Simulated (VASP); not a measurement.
Consider the following.

```
AlP
1.0
    0.00000     2.75279     2.75279
    2.75279     0.00000     2.75279
    2.75279     2.75279     0.00000
Al P
1 1
Direct
  0.00000   0.00000   0.00000
  0.25000   0.25000   0.25000
```

Level of theory: PBE GGA, VASP's PBE PAW potentials (set 64) (plane waves; VASP). Numerical set-up: 520 eV cut-off, Gaussian smearing of 0.050 eV, potentials Al P.

Question: Give the energies of bands 2 to 7 at the high-symmetry points, in eV from the valence-band maximum.

Answer: 
| band | Γ | X | U | L | W |
|---|---|---|---|---|---|
| 2 | 0.00 | -5.22 | -4.95 | -5.42 | -4.86 |
| 3 | 0.00 | -2.05 | -3.32 | -0.75 | -3.08 |
| 4 | 0.00 | -2.05 | -1.69 | -0.75 | -2.73 |
| 5 | 3.09 | 1.63 | 2.46 | 2.72 | 4.32 |
| 6 | 4.53 | 2.47 | 5.07 | 4.81 | 5.82 |
| 7 | 4.53 | 10.86 | 8.37 | 4.81 | 6.13 |

The gap is indirect, 1.63 eV, from the valence maximum at Γ to the conduction minimum at X.

Measured: gap 2.54 eV (computed value off by -0.91 eV), as given by Wei Chen et al., Physical Review Materials (2018), doi:10.1103/physrevmaterials.2.073803 [zero-point renormalisation of 0.02 eV added back (the table's ZPR column)].

The compound is AlP in the zinc blende structure. It was relaxed first.
